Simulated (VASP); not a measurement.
The cell holds one Al (fcc) (211) slab, with vacuum along c, ions free to move until forces fall under 0.03 eV/Å, no reconstruction beyond this cell, dipole correction on.

Given:

```
Al
1.0
    6.89763     0.00000     0.00000
    0.00000     2.81594     0.00000
    0.00000     0.00000    24.50415
Al
12
Cartesian
  4.64197   0.70399   7.78193
  6.87210   2.11196   8.59838
  2.29971   0.70399   9.30493
  4.58735   2.11196  10.22512
  6.88069   0.70399  11.02419
  2.30552   2.11196  11.81290
  4.59211   0.70399  12.69126
  0.01694   2.11196  13.47997
  2.31028   0.70399  14.27904
  4.59792   2.11196  15.19923
  0.02553   0.70399  15.90577
  2.25566   2.11196  16.72223
```

Level of theory: r2SCAN meta-GGA, VASP's PBE PAW potentials (set 64) (plane waves; VASP). Numerical set-up: 400 eV cut-off, 4×10×1 Γ-centred mesh, first-order Methfessel-Paxton smearing of 0.10 eV, potentials Al.

Slab and bulk use different k-meshes, so the surface energy is good to a few per cent at best.

Task: Predict its surface energy, work function, band gap (on the k-mesh).

Result: 
The surface energy is 1.05 J/m² and the work function is 4.28 eV. The band gap (on the k-mesh) is none (metal, semimetal or under 0.01 eV).

The cell is a thin slab with vacuum, built from Al (fcc): (211) face.
